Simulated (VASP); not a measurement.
Calculation: PBE GGA with D3 dispersion (Becke-Johnson damping), VASP's PBE PAW potentials (set 64) (plane waves; VASP 6.6.1).

Input for VASP

**KPOINTS**
```
Automatic mesh
0
G
 9 9 9
0 0 0
```

File POSCAR:
```
ZnS
2.6897640
  0.0000000000   1.0000000055   1.0000000055
  1.0000000055   0.0000000000   1.0000000055
  1.0000000055   1.0000000055   0.0000000000
Zn S
1 1
Cart
  0.0000000000   0.0000000000   0.0000000000
  0.5000000028   0.5000000028   0.5000000028
```

INCAR:
```
SYSTEM = ZnS
PREC = Accurate
ENCUT = 520
EDIFF = 1E-7
NELM = 100
ALGO = Normal
LREAL = .FALSE.
LASPH = .TRUE.
ISMEAR = 0
SIGMA = 0.05
GGA = PE
IVDW = 12
LMAXMIX = 4
LWAVE = .FALSE.
LCHARG = .FALSE.
ISIF = 2
```

POTCAR, in this order: Zn S (PBE.64 set). Program: vasp_std.

The run wrote:

### OSZICAR
```
       N       E                     dE             d eps       ncg     rms          rms(c)
DAV:   1     0.895138654270E+02    0.89514E+02   -0.91771E+03   910   0.166E+03
DAV:   2    -0.941880800360E+00   -0.90456E+02   -0.85992E+02   980   0.283E+02
DAV:   3    -0.718752136393E+01   -0.62456E+01   -0.62138E+01  1125   0.759E+01
DAV:   4    -0.726621404951E+01   -0.78693E-01   -0.78671E-01  1040   0.894E+00
DAV:   5    -0.726737981551E+01   -0.11658E-02   -0.11657E-02  1140   0.109E+00    0.728E+00
DAV:   6    -0.685550685680E+01    0.41187E+00   -0.95931E-01  1326   0.372E+01    0.560E+00
DAV:   7    -0.683965665623E+01    0.15850E-01   -0.35900E-01   945   0.587E+00    0.279E+00
DAV:   8    -0.683911987540E+01    0.53678E-03   -0.56839E-03  1065   0.741E-01    0.821E-01
DAV:   9    -0.683938578629E+01   -0.26591E-03   -0.11817E-03  1023   0.323E-01    0.122E-01
DAV:  10    -0.683952319136E+01   -0.13741E-03   -0.12910E-04  1065   0.125E-01    0.571E-02
DAV:  11    -0.683954505242E+01   -0.21861E-04   -0.32024E-05  1010   0.706E-02    0.712E-03
DAV:  12    -0.683954596898E+01   -0.91656E-06   -0.28908E-06  1094   0.175E-02    0.305E-03
DAV:  13    -0.683954581671E+01    0.15227E-06   -0.31379E-07  1038   0.114E-02    0.708E-04
DAV:  14    -0.683954578560E+01    0.31108E-07   -0.87958E-08   712   0.264E-03
   1 F= -.74652430E+01 E0= -.74652430E+01  d E =-.876620E-11
```

OUTCAR:
```
------------------------ aborting loop because EDIFF is reached ----------------------------------------
 Edisp (eV)   -0.62570
  FORCE on cell =-STRESS in cart. coord.  units (eV):
  Direction    XX          YY          ZZ          XY          YZ          ZX
  --------------------------------------------------------------------------------------
  Total       0.00156     0.00156     0.00156     0.00000     0.00000     0.00000
  in kB       0.06412     0.06412     0.06412     0.00000     0.00000     0.00000
  external pressure =        0.06 kB  Pullay stress =        0.00 kB
  volume of cell :       38.92
      direct lattice vectors                 reciprocal lattice vectors
     0.000000000  2.689764015  2.689764015    -0.185889913  0.185889913  0.185889913
     2.689764015  0.000000000  2.689764015     0.185889913 -0.185889913  0.185889913
     2.689764015  2.689764015  0.000000000     0.185889913  0.185889913 -0.185889913
  FREE ENERGIE OF THE ION-ELECTRON SYSTEM (eV)
  ---------------------------------------------------
  free  energy   TOTEN  =        -7.4652430230 eV

  energy  without entropy=       -7.4652430230  energy(sigma->0) =       -7.46524302
```
(Selected blocks of OUTCAR.)

The compound is ZnS in the zinc blende structure. It was relaxed first.
